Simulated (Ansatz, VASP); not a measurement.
**Ba2Tl5V3O12: VASP beside Ansatz**

```
CELL_PARAMETERS angstrom
8.04400 0.00000 0.00000
-4.02201 6.96632 0.00000
0.00000 0.00000 6.82774
ATOMIC_POSITIONS crystal
Ba 0.00000 0.00000 0.23552
Ba 0.00000 0.00000 0.76448
V 0.50000 0.00000 0.00000
V 0.00000 0.50000 0.00000
V 0.50000 0.50000 0.00000
Tl 0.50000 0.00000 0.50000
Tl 0.00000 0.50000 0.50000
Tl 0.50000 0.50000 0.50000
Tl 0.33333 0.66667 0.22489
Tl 0.66667 0.33333 0.77511
O 0.33890 0.34334 0.81444
O 0.65666 0.99556 0.81444
O 0.00444 0.66110 0.81444
O 0.34334 0.33890 0.18556
O 0.99556 0.65666 0.18556
O 0.66110 0.00444 0.18556
O 0.66110 0.65666 0.18556
O 0.34334 0.00444 0.18556
O 0.99556 0.33890 0.18556
O 0.65666 0.66110 0.81444
O 0.00444 0.34334 0.81444
O 0.33890 0.99556 0.81444
```

Change from the starting cell: volume scaled by 0.96.

Alike in both runs: task single point; functional PBE; k mesh 4 × 4 × 4; occupations fermi-dirac, width 0.05 eV; collinear spin, ferromagnetic start.

|  | VASP | Ansatz |
| --- | --- | --- |
| version | VASP 6.6.1 | Ansatz 0.2.0 |
| potentials or method | VASP PAW PBE potentials, release 64 (Ba_sv, V_sv, Tl_d, O) | Ansatz PAW |
| plane-wave cutoff (eV) | 520 | 420 |
| valence electrons in the cell | 196 | 196 |

|  | VASP | Ansatz | Ansatz less VASP |
| --- | --- | --- | --- |
| gap on the k mesh at the Fermi level (eV) | none | none | - |
| pressure (GPa) | 4.8 | 4.2 | -0.66 |
| largest component of the traceless stress (GPa) | 1.41 | 1.45 | +0.048 |
| rms of the force components (eV/Å) | 0.258 | 0.232 | -0.0254 |
| net moment per atom (μB) | 0.00 | 0.00 | 0.000 |

Atom by atom the forces differ by 0.035 eV/Å (rms over components). A gap of «none» marks a metal or a gap that the smearing closes. With one functional, cell and mesh, what is left measures potentials, basis and numerics.

Caveats: semilocal functionals often make such compounds metallic where correlation or magnetic order opens a gap, which also shifts bond lengths; the pressure holds a Pulay correction of +0.4 GPa for the finite cutoff (Ansatz); the starting moments weren't kept (Ansatz). Spin-orbit coupling is left out, which matters for the levels of Ba, Tl.
